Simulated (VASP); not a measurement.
```
AgGa3
1.0
   -2.03048     2.03048     4.02849
    2.03048    -2.03048     4.02849
    2.03048     2.03048    -4.02849
Ga Ag
3 1
Cartesian
  0.00000   2.03048   2.01425
  2.03048   0.00000   2.01425
  2.03048   2.03048   0.00000
  2.03048   2.03048  -4.02849
```

The numbers are results of LDA (Ceperley-Alder, Perdew-Zunger), VASP's LDA PAW potentials (set 64) (plane waves; VASP 6.6.1), not measurements. Settings: 400 eV cut-off, 12×12×12 Γ-centred mesh, tetrahedra with Blöchl corrections, potentials Ga_d Ag.

Problem. Estimate the energy per atom (σ→0), band gap (on the k-mesh) with the smallest direct gap where there is one.

Solution. 
```json
{
 "band gap (on the k-mesh)": "none (metal, semimetal or under 0.01 eV)",
 "energy per atom (σ→0)": "-3.593 eV/atom"
}
```

Total energies compare only between runs with the same potentials, cut-off and functional.

The structure comes from a computed database's Ga3Ag entry (I4/mmm); how it stands against other phases isn't given here. It was relaxed first, which changed the volume by -5 %.
